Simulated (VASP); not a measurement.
Computed with r2SCAN meta-GGA, VASP's PBE PAW potentials (set 64) (plane waves; VASP 6.6.1).

The input files of a VASP run:

**INCAR**
```
SYSTEM = KBr(110) slab
PREC = Normal; ENCUT = 400; LREAL = F
LASPH = T
EDIFF = 1E-5; NELM = 100; NELMIN = 4
ALGO = Normal; LMAXMIX = 4; LMIXTAU = T
ISMEAR = 0; SIGMA = 0.05
METAGGA = R2SCAN
IBRION = 2; NSW = 50; ISIF = 2
EDIFFG = -0.03
LWAVE = T; LCHARG = F
DIPOL = 0.5 0.5 0.5
LDIPOL = T; IDIPOL = 3
```

### POSCAR
```
KBr(110) slab
1.0
  4.6701976124   0.0000000000   0.0000000000
  0.0000000000   6.6046564568   0.0000000000
  0.0000000000   0.0000000000  24.3509780811
K Br
4 4
Cartesian
  0.0000000000   0.0000000000   8.6728443534
  2.3350988062   3.3023282284  11.0079326945
  0.0000000000   0.0000000000  13.3430453866
  2.3350988062   3.3023282284  15.6781337277
  2.3350988062   0.0000000000  11.0079326945
  0.0000000000   3.3023282284   8.6728443534
  2.3350988062   0.0000000000  15.6781337277
  0.0000000000   3.3023282284  13.3430453866
```

**KPOINTS**
```
kpoints
0
G
  5 3 1
```

POTCAR, in this order: K_sv Br (PBE.64 set). Program: vasp_std.

Output of the run:

**OUTCAR**
```
 ion  position               nearest neighbor table
   1  0.000  0.000  0.356-   5 3.30   5 3.30   6 3.30   6 3.30
   2  0.500  0.500  0.452-   6 3.30   6 3.30   5 3.30   5 3.30   8 3.30   8 3.30
   3  0.000  0.000  0.548-   7 3.30   7 3.30   8 3.30   8 3.30   5 3.30   5 3.30
   4  0.500  0.500  0.644-   8 3.30   8 3.30   7 3.30   7 3.30
   5  0.500  0.000  0.452-   1 3.30   1 3.30   2 3.30   2 3.30   3 3.30   3 3.30
   6  0.000  0.500  0.356-   2 3.30   2 3.30   1 3.30   1 3.30
   7  0.500  0.000  0.644-   3 3.30   3 3.30   4 3.30   4 3.30
   8  0.000  0.500  0.548-   4 3.30   4 3.30   3 3.30   3 3.30   2 3.30   2 3.30
  LATTYP: Found a simple orthorhombic cell.
 ALAT       =     4.6701976124
 B/A-ratio  =     1.4142134884
 C/A-ratio  =     5.2141215645
 Subroutine PRICEL returns:
 Original cell was already a primitive cell.
 Subroutine GETGRP returns: Found  8 space group operations
The static configuration has the point symmetry C_2v.
 The point group associated with its full space group is D_2h.
The dynamic configuration has the point symmetry C_2v.
 Subroutine INISYM returns: Found  8 space group operations
 Subroutine IBZKPT returns following result:
 Found      6 irreducible k-points:

 Following reciprocal coordinates:
            Coordinates               Weight
  0.000000  0.000000  0.000000      1.000000
  0.200000  0.000000  0.000000      2.000000
  0.400000  0.000000  0.000000      2.000000
  0.000000  0.333333  0.000000      2.000000
  0.200000  0.333333  0.000000      4.000000
  0.400000  0.333333  0.000000      4.000000
   k-points           NKPTS =      6   k-points in BZ     NKDIM =      6   number of bands    NBANDS=     38
   number of dos      NEDOS =    301   number of ions     NIONS =      8
   total plane-waves  NPLWV =  92160
   dimension x,y,z NGX =    24 NGY =   32 NGZ =  120
   dimension x,y,z NGXF=    48 NGYF=   64 NGZF=  240
   ions per type =               4   4
   PREC   = normal    normal or accurate (medium, high low for compatibility)
   ISTART =      0    job   : 0-new  1-cont  2-samecut
   ICHARG =      2    charge: 1-file 2-atom 10-const
   ISPIN  =      1    spin polarized calculation?
   LNONCOLLINEAR =      F non collinear calculations
   LSORBIT =      F    spin-orbit coupling
   INIWAV =      1    electr: 0-lowe 1-rand  2-diag
   ENCUT  =  400.0 eV  29.40 Ry    5.42 a.u.   7.62 10.77 39.71*2*pi/ulx,y,z
   NELM   =    100;   NELMIN=  4; NELMDL= -5     # of ELM steps
   EDIFF  = 0.1E-04   stopping-criterion for ELM
   LREAL  =      F    real-space projection
   NLSPLINE    = F    spline interpolate recip. space projectors
   LMAXMIX     =    4 max onsite mixed and CHGCAR
   VOSKOWN=      0    Vosko Wilk Nusair interpolation
   EDIFFG = -.3E-01   stopping-criterion for IOM
   NSW    =     50    number of steps for IOM
   NBLOCK =      1;   KBLOCK =     50    inner block; outer block
   IBRION =      2    ionic relax: 0-MD 1-quasi-New 2-CG
   NFREE  =      1    steps in history (QN), initial steepest desc. (CG)
   ISIF   =      2    stress and relaxation
   ISYM   =      2    0-nonsym 1-usesym 2-fastsym
   TEIN   =    0.0    initial temperature
   TEBEG  =    0.0;   TEEND  =   0.0 temperature during run
   SMASS  =  -3.00    Nose mass-parameter (am)
   PSTRESS=    0.0 pullay stress
   NELECT =      64.0000    total number of electrons
   EFERMI =   0.00;   METHOD = LEGACY
   ISMEAR =     0;   SIGMA  =   0.05  broadening in eV -4-tet -1-fermi 0-gaus
   IALGO  =     38    algorithm
   LDIAG  =      T    sub-space diagonalisation (order eigenvalues)
   IMIX   =      4    mixing-type and parameters
     AMIX     =   0.40;   BMIX     =  1.00
     AMIX_MAG =   1.60;   BMIX_MAG =  1.00
     AMIN     =   0.10
   METAGGA = R2SCAN    functional components
   VOSKOWN =     0    Vosko Wilk Nusair interpolation
   LHFCALC =     F    Hartree Fock is set to
   LHFONE  =     F    Hartree Fock one center treatment
...
```

### OSZICAR
```
...
DAV:   8    -0.919863988351E+02    0.45298E-03   -0.84012E-04   456   0.213E-01    0.905E-03
DAV:   9    -0.919871462013E+02   -0.74737E-03   -0.31081E-04   492   0.110E-01    0.570E-03
DAV:  10    -0.919872479759E+02   -0.10177E-03   -0.20717E-04   468   0.103E-01    0.671E-03
DAV:  11    -0.919873551889E+02   -0.10721E-03   -0.16603E-04   468   0.861E-02    0.320E-03
DAV:  12    -0.919876001557E+02   -0.24497E-03   -0.16210E-04   480   0.827E-02    0.170E-03
DAV:  13    -0.919876413824E+02   -0.41227E-04   -0.14548E-05   366   0.286E-02    0.169E-03
DAV:  14    -0.919876329483E+02    0.84341E-05   -0.20634E-05   324   0.333E-02
   4 F= -.91987633E+02 E0= -.91987633E+02  d E =-.297461E-01
       N       E                     dE             d eps       ncg     rms          rms(c)
DAV:   1    -0.919709471531E+02    0.16694E-01   -0.28612E+00   456   0.755E+00    0.433E-01
DAV:   2    -0.919828659306E+02   -0.11919E-01   -0.10183E-01   480   0.199E+00    0.158E-01
DAV:   3    -0.919897341323E+02   -0.68682E-02   -0.13118E-02   544   0.758E-01    0.123E-01
DAV:   4    -0.919852460477E+02    0.44881E-02   -0.46970E-03   456   0.399E-01    0.629E-02
DAV:   5    -0.919887022604E+02   -0.34562E-02   -0.36693E-03   456   0.371E-01    0.251E-02
DAV:   6    -0.919891845500E+02   -0.48229E-03   -0.45632E-04   456   0.130E-01    0.100E-02
DAV:   7    -0.919892132004E+02   -0.28650E-04   -0.66478E-05   504   0.488E-02    0.490E-03
DAV:   8    -0.919892433878E+02   -0.30187E-04   -0.32004E-05   364   0.373E-02    0.198E-03
DAV:   9    -0.919892588678E+02   -0.15480E-04   -0.18733E-05   324   0.318E-02    0.160E-03
DAV:  10    -0.919892691755E+02   -0.10308E-04   -0.12861E-05   312   0.260E-02    0.148E-03
DAV:  11    -0.919892771147E+02   -0.79392E-05   -0.49904E-06   276   0.165E-02
   5 F= -.91989277E+02 E0= -.91989277E+02  d E =-.313903E-01
       N       E                     dE             d eps       ncg     rms          rms(c)
DAV:   1    -0.919882578372E+02    0.10113E-02   -0.28798E-01   474   0.242E+00    0.155E-01
DAV:   2    -0.919883680385E+02   -0.11020E-03   -0.10770E-02   474   0.622E-01    0.556E-02
DAV:   3    -0.919897546870E+02   -0.13866E-02   -0.72116E-04   572   0.151E-01    0.452E-02
DAV:   4    -0.919897472997E+02    0.73873E-05   -0.11977E-04   480   0.678E-02    0.235E-02
DAV:   5    -0.919901193649E+02   -0.37207E-03   -0.25161E-04   456   0.100E-01    0.105E-02
DAV:   6    -0.919902233983E+02   -0.10403E-03   -0.71810E-05   456   0.536E-02    0.367E-03
DAV:   7    -0.919902671723E+02   -0.43774E-04   -0.12453E-05   348   0.229E-02    0.169E-03
DAV:   8    -0.919902756158E+02   -0.84435E-05   -0.53620E-06   276   0.176E-02
   6 F= -.91990276E+02 E0= -.91990276E+02  d E =-.998501E-03
       N       E                     dE             d eps       ncg     rms          rms(c)
DAV:   1    -0.919743078835E+02    0.15959E-01   -0.25954E+00   456   0.727E+00    0.466E-01
DAV:   2    -0.919823359056E+02   -0.80280E-02   -0.95007E-02   456   0.185E+00    0.169E-01
DAV:   3    -0.919898305227E+02   -0.74946E-02   -0.57866E-03   560   0.430E-01    0.137E-01
DAV:   4    -0.919892451140E+02    0.58541E-03   -0.87946E-04   532   0.180E-01    0.712E-02
DAV:   5    -0.919906676403E+02   -0.14225E-02   -0.24026E-03   456   0.305E-01    0.302E-02
DAV:   6    -0.919918942129E+02   -0.12266E-02   -0.89271E-04   456   0.173E-01    0.105E-02
DAV:   7    -0.919920704967E+02   -0.17628E-03   -0.62157E-05   504   0.504E-02    0.519E-03
DAV:   8    -0.919920901014E+02   -0.19605E-04   -0.29394E-05   336   0.354E-02    0.246E-03
DAV:   9    -0.919921141074E+02   -0.24006E-04   -0.21545E-05   326   0.335E-02    0.274E-03
DAV:  10    -0.919921283354E+02   -0.14228E-04   -0.13935E-05   312   0.273E-02    0.199E-03
DAV:  11    -0.919921440528E+02   -0.15717E-04   -0.39703E-06   276   0.158E-02    0.114E-03
DAV:  12    -0.919921576524E+02   -0.13600E-04   -0.24996E-06   264   0.124E-02    0.477E-04
DAV:  13    -0.919921670478E+02   -0.93954E-05   -0.17068E-06   264   0.103E-02
   7 F= -.91992167E+02 E0= -.91992167E+02  d E =-.288993E-02
       N       E                     dE             d eps       ncg     rms          rms(c)
DAV:   1    -0.919253906757E+02    0.66767E-01   -0.10406E+01   456   0.146E+01    0.947E-01
DAV:   2    -0.919614682575E+02   -0.36078E-01   -0.37760E-01   456   0.369E+00    0.343E-01
DAV:   3    -0.919847757711E+02   -0.23308E-01   -0.22310E-02   568   0.853E-01    0.277E-01
DAV:   4    -0.919822915945E+02    0.24842E-02   -0.31782E-03   536   0.342E-01    0.145E-01
DAV:   5    -0.919841775407E+02   -0.18859E-02   -0.10751E-02   456   0.654E-01    0.581E-02
DAV:   6    -0.919898494881E+02   -0.56719E-02   -0.52222E-03   456   0.421E-01    0.212E-02
DAV:   7    -0.919903707391E+02   -0.52125E-03   -0.21149E-04   468   0.970E-02    0.110E-02
DAV:   8    -0.919904857023E+02   -0.11496E-03   -0.12333E-04   456   0.707E-02    0.482E-03
DAV:   9    -0.919905850906E+02   -0.99388E-04   -0.83366E-05   492   0.660E-02    0.591E-03
DAV:  10    -0.919906249955E+02   -0.39905E-04   -0.31920E-05   362   0.399E-02    0.427E-03
DAV:  11    -0.919906788038E+02   -0.53808E-04   -0.79467E-06   300   0.215E-02    0.173E-03
DAV:  12    -0.919907198200E+02   -0.41016E-04   -0.59651E-06   294   0.182E-02    0.767E-04
DAV:  13    -0.919907327046E+02   -0.12885E-04   -0.38045E-06   288   0.170E-02    0.568E-04
DAV:  14    -0.919907692062E+02   -0.36502E-04   -0.69667E-06   264   0.186E-02    0.513E-04
DAV:  15    -0.919907778252E+02   -0.86190E-05   -0.22034E-06   276   0.115E-02
   8 F= -.91990778E+02 E0= -.91990778E+02  d E =-.150071E-02
       N       E                     dE             d eps       ncg     rms          rms(c)
DAV:   1    -0.919640876530E+02    0.26682E-01   -0.50866E+00   456   0.102E+01    0.659E-01
DAV:   2    -0.919973002381E+02   -0.33213E-01   -0.19158E-01   474   0.264E+00    0.244E-01
DAV:   3    -0.919962998374E+02    0.10004E-02   -0.17494E-02   544   0.897E-01    0.194E-01
DAV:   4    -0.919881145015E+02    0.81853E-02   -0.57615E-03   462   0.506E-01    0.997E-02
DAV:   5    -0.919919893287E+02   -0.38748E-02   -0.54059E-03   456   0.500E-01    0.437E-02
DAV:   6    -0.919915840751E+02    0.40525E-03   -0.25306E-03   456   0.304E-01    0.155E-02
DAV:   7    -0.919923642163E+02   -0.78014E-03   -0.59619E-04   456   0.151E-01    0.778E-03
DAV:   8    -0.919924242109E+02   -0.59995E-04   -0.13768E-04   480   0.742E-02    0.618E-03
DAV:   9    -0.919924435426E+02   -0.19332E-04   -0.45451E-05   404   0.515E-02    0.560E-03
DAV:  10    -0.919924401520E+02    0.33905E-05   -0.27998E-05   352   0.380E-02
   9 F= -.91992440E+02 E0= -.91992440E+02  d E =-.316304E-02
       N       E                     dE             d eps       ncg     rms          rms(c)
DAV:   1    -0.919835239872E+02    0.89196E-02   -0.11868E+00   456   0.422E+00    0.268E-01
DAV:   2    -0.919899745918E+02   -0.64506E-02   -0.40262E-02   456   0.109E+00    0.942E-02
DAV:   3    -0.919920413711E+02   -0.20668E-02   -0.27451E-03   568   0.275E-01    0.720E-02
DAV:   4    -0.919922936145E+02   -0.25224E-03   -0.55322E-04   468   0.143E-01    0.401E-02
DAV:   5    -0.919930139331E+02   -0.72032E-03   -0.57163E-04   456   0.151E-01    0.182E-02
DAV:   6    -0.919933523705E+02   -0.33844E-03   -0.36363E-04   480   0.105E-01    0.889E-03
DAV:   7    -0.919934535612E+02   -0.10119E-03   -0.84593E-05   456   0.561E-02    0.609E-03
DAV:   8    -0.919935165427E+02   -0.62981E-04   -0.36052E-05   392   0.419E-02    0.358E-03
DAV:   9    -0.919934508977E+02    0.65645E-04   -0.67698E-05   440   0.502E-02    0.164E-03
DAV:  10    -0.919935508919E+02   -0.99994E-04   -0.40084E-05   392   0.414E-02    0.144E-03
DAV:  11    -0.919935655999E+02   -0.14708E-04   -0.11656E-05   346   0.237E-02    0.665E-04
DAV:  12    -0.919935802421E+02   -0.14642E-04   -0.10031E-05   304   0.230E-02    0.549E-04
DAV:  13    -0.919935826096E+02   -0.23674E-05   -0.86120E-06   292   0.241E-02
  10 F= -.91993583E+02 E0= -.91993583E+02  d E =-.114246E-02
```

### OUTCAR
```
------------------------ aborting loop because EDIFF is reached ----------------------------------------
  FORCE on cell =-STRESS in cart. coord.  units (eV):
  Direction    XX          YY          ZZ          XY          YZ          ZX
  --------------------------------------------------------------------------------------
  Total        1.0060829     -2.1282747     -0.1441655      0.0000000      0.0000000      0.0000000
  in kB        2.1460630     -4.5397963     -0.3075176      0.0000000      0.0000000      0.0000000
  external PRESSURE =      -0.9004170 kB  Pullay stress =       0.0000000 kB
  volume of cell :      751.11
      direct lattice vectors                 reciprocal lattice vectors
     4.670197612  0.000000000  0.000000000     0.214123702  0.000000000  0.000000000
     0.000000000  6.604656457  0.000000000     0.000000000  0.151408329  0.000000000
     0.000000000  0.000000000 24.350978081     0.000000000  0.000000000  0.041066112
 POSITION                                       TOTAL-FORCE (eV/Angst)
 -----------------------------------------------------------------------------------
      0.00000      0.00000      8.77936         0.000000      0.000000      0.022312
      2.33510      3.30233     10.92977         0.000000      0.000000      0.016517
      0.00000      0.00000     13.42120         0.000000      0.000000     -0.016517
      2.33510      3.30233     15.57161         0.000000      0.000000     -0.022312
      2.33510      0.00000     10.98613         0.000000      0.000000      0.008104
      0.00000      3.30233      8.70101         0.000000      0.000000     -0.019563
      2.33510      0.00000     15.64997         0.000000      0.000000      0.019563
      0.00000      3.30233     13.36485         0.000000      0.000000     -0.008104
 -----------------------------------------------------------------------------------
    total drift:                                0.000000      0.000000      0.000000
  FREE ENERGIE OF THE ION-ELECTRON SYSTEM (eV)
  ---------------------------------------------------
  free  energy   TOTEN  =       -91.9935826096 eV

  energy  without entropy=      -91.9935826096  energy(sigma->0) =      -91.99358261

 reached required accuracy - stopping structural energy minimisation
```
(Selected blocks of OUTCAR.)

**CONTCAR**
```
KBr(110) slab
   1.00000000000000
     4.6701976124000000    0.0000000000000000    0.0000000000000000
     0.0000000000000000    6.6046564567999999    0.0000000000000000
     0.0000000000000000    0.0000000000000000   24.3509780810999992
  K               Br
     4     4
Direct
     0.0000000000000000    0.0000000000000000    0.3605343744345458
     0.5000000000000000    0.5000000000000000    0.4488433231763644
     0.0000000000000000    0.0000000000000000    0.5511566768236356
     0.5000000000000000    0.5000000000000000    0.6394656255654542
     0.5000000000000000    0.0000000000000000    0.4511577133759552
     0.0000000000000000    0.5000000000000000    0.3573166532184805
     0.5000000000000000    0.0000000000000000    0.6426833467815194
     0.0000000000000000    0.5000000000000000    0.5488422866240447
```

### OUTCAR
```
 val. band max:       -4.2314981350   @ k =   0.0000   0.0000   0.0000

 cond. band min:       0.3671412836   @ k =   0.0000   0.0000   0.0000


 Fermi energy:        -3.9131168249

 k-point     1 :       0.0000    0.0000    0.0000
  band No.  band energies     occupation
      1     -34.2188      2.00000
      2     -34.2188      2.00000
      3     -33.4085      2.00000
      4     -33.4057      2.00000
      5     -17.6162      2.00000
      6     -17.5783      2.00000
      7     -16.9594      2.00000
      8     -16.9593      2.00000
      9     -16.8972      2.00000
     10     -16.8844      2.00000
     11     -16.8765      2.00000
     12     -16.8763      2.00000
     13     -16.8473      2.00000
     14     -16.8138      2.00000
     15     -16.1938      2.00000
     16     -16.1577      2.00000
     17     -16.1299      2.00000
     18     -16.1158      2.00000
     19     -15.9977      2.00000
     20     -15.9917      2.00000
     21      -5.4504      2.00000
     22      -5.4212      2.00000
     23      -5.3665      2.00000
     24      -5.0946      2.00000
     25      -5.0772      2.00000
     26      -4.9768      2.00000
     27      -4.6177      2.00000
     28      -4.5836      2.00000
     29      -4.5671      2.00000
     30      -4.5179      2.00000
     31      -4.2531      2.00000
     32      -4.2315      2.00000
     33       0.3671      0.00000
     34       0.8143      0.00000
     35       1.5987      0.00000
     36       2.0334      0.00000
     37       2.0768      0.00000
     38       2.2889      0.00000

 k-point     2 :       0.2000    0.0000    0.0000
  band No.  band energies     occupation
      1     -34.2183      2.00000
      2     -34.2183      2.00000
      3     -33.4076      2.00000
      4     -33.4054      2.00000
      5     -17.6090      2.00000
      6     -17.5763      2.00000
      7     -16.9747      2.00000
      8     -16.9746      2.00000
      9     -16.8814      2.00000
     10     -16.8771      2.00000
...
```

The cell is a thin slab with vacuum, built from KBr (rock salt): (110) face.
